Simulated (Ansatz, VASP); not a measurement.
Two plane-wave programs on CaP5

```
Ca P
1.0
     5.33970    0.00000    0.00000
    -2.66985    4.62432    0.00000
     0.00000    0.00000    4.22969
Ca P
1 5
Cartesian
  0.0000 0.0000 0.0000
  2.6699 0.0000 2.1148
  1.3349 2.3122 2.1148
  -1.3349 2.3122 2.1148
  0.0000 3.0829 0.0000
  2.6699 1.5414 0.0000
```

Change from the starting cell: species swapped into the YFe5 type (P6/mmm, No. 191).

Alike in both runs: functional PBE; k mesh 6 × 6 × 4; occupations gaussian, width 0.1 eV; no spin polarisation.

Ansatz relaxed the structure, and its values are those at the end. VASP's run is a single point on that final structure, the one shown.

|  | VASP | Ansatz |
| --- | --- | --- |
| version | VASP 6.6.1 | Ansatz 0.2.0 |
| potentials or method | VASP PAW PBE potentials, release 64 (Ca_sv, P) | scalar-relativistic, plane waves, PAW |
| plane-wave cutoff (eV) | 520 | 420 |
| valence electrons in the cell | 35 | 35 |

|  | VASP | Ansatz | Ansatz less VASP |
| --- | --- | --- | --- |
| gap on the k mesh at the Fermi level (eV) | none | none | - |
| pressure (GPa) | -0.2 | -0.1 | +0.06 |

A gap of «none» marks a metal or a gap that the smearing closes.

Caveats: the k mesh is coarse (spacing up to 0.37 Å⁻¹), so the values aren't converged.
